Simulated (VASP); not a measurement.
Data:

```yaml
crystal:
  lattice:
    - [4.64731, 0.00000, 0.00000]
    - [0.00000, 4.64731, 0.00000]
    - [0.00000, 0.00000, 3.06641]
  atoms:
    - { symbol: Mg, position: [0.00000, 0.00000, 0.00000] }
    - { symbol: Mg, position: [0.50000, 0.50000, 0.50000] }
    - { symbol: F, position: [0.30330, 0.30330, 0.00000] }
    - { symbol: F, position: [0.80330, 0.19670, 0.50000] }
    - { symbol: F, position: [0.19670, 0.80330, 0.50000] }
    - { symbol: F, position: [0.69670, 0.69670, 0.00000] }
```

Level of theory: AM05 GGA, VASP's PBE PAW potentials (set 64) (plane waves; VASP 6.6.1). Settings: 520 eV cut-off, 6×6×8 Γ-centred mesh, tetrahedra with Blöchl corrections, potentials Mg F.

Predict the energy per atom (σ→0), band gap (on the k-mesh) with the smallest direct gap where there is one.

```
Item                                         Result
-----------------------------------  --------------
band gap (on the k-mesh)                    7.02 eV
smallest direct gap (on the k-mesh)         7.02 eV
energy per atom (σ→0)                -5.285 eV/atom
```

Total energies compare only between runs with the same potentials, cut-off and functional.

The compound is MgF2 in the rutile structure. It was relaxed first.
